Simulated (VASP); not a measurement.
These are r2SCAN+rVV10 with spin-orbit coupling, VASP's PBE PAW potentials (set 64) (plane waves; VASP 6.6.1) values and carry that method's errors.

VASP ran on this input.

**POSCAR**
```
CsH
1
    0.0000000000     3.1401160559     3.1401160559
    3.1401160559     0.0000000000     3.1401160559
    3.1401160559     3.1401160559     0.0000000000
Cs H
1 1
Direct
  0.0000000000   0.0000000000   0.0000000000
  0.5000000000   0.5000000000   0.5000000000
```

**INCAR**
```
# general
SYSTEM     = CsH
PREC       = Accurate
ENCUT      = 400   # plane-wave cut-off (eV)
LREAL      = .False.
LASPH      = .True.   # aspherical one-centre terms

# electronic loop
EDIFF      = 1E-6   # SCF stop (eV)
NELM       = 100   # most electronic steps
ALGO       = Normal   # blocked Davidson
LMAXMIX    = 4
LMIXTAU    = .True.

# smearing
ISMEAR     = 0
SIGMA      = 0.05   # width (eV)

# functional
METAGGA    = R2SCAN
LUSE_VDW   = .True.
BPARAM     = 11.95
CPARAM     = 0.0093
GGA_COMPAT = .False.

# spin
MAGMOM     = 0 0 0 0 0 0
LSORBIT    = .True.

# output
LWAVE      = .False.
LCHARG     = .False.
```

File KPOINTS_OPT:
```
k-points along high-symmetry lines
8
Line-mode
Reciprocal
  0.000000   0.000000   0.000000 ! GAMMA
  0.500000   0.000000   0.500000 ! X

  0.500000   0.000000   0.500000 ! X
  0.625000   0.250000   0.625000 ! U

  0.375000   0.375000   0.750000 ! K
  0.000000   0.000000   0.000000 ! GAMMA

  0.000000   0.000000   0.000000 ! GAMMA
  0.500000   0.500000   0.500000 ! L

  0.500000   0.500000   0.500000 ! L
  0.500000   0.250000   0.750000 ! W

  0.500000   0.250000   0.750000 ! W
  0.500000   0.000000   0.500000 ! X
```

**KPOINTS**
```
Automatic mesh
0
Gamma
7 7 7
0 0 0
```

POTCAR, in this order: Cs_sv H (PBE.64 set). Program: vasp_ncl.

**Question.** What will the output report for the number of irreducible k-points (NKPTS), number of bands (NBANDS), largest plane-wave count, number of space-group operations, FFT grid (NGX, NGY, NGZ)?

**Answer.** 
- number of irreducible k-points (NKPTS) = 20
- number of bands (NBANDS) = 18
- largest plane-wave count = 2278
- number of space-group operations = 48
- FFT grid (NGX, NGY, NGZ) = 30 × 30 × 30

The structure comes from a measured CsH entry (Fm-3m) of the Crystallography Open Database, whose conditions weren't checked. It was relaxed first.
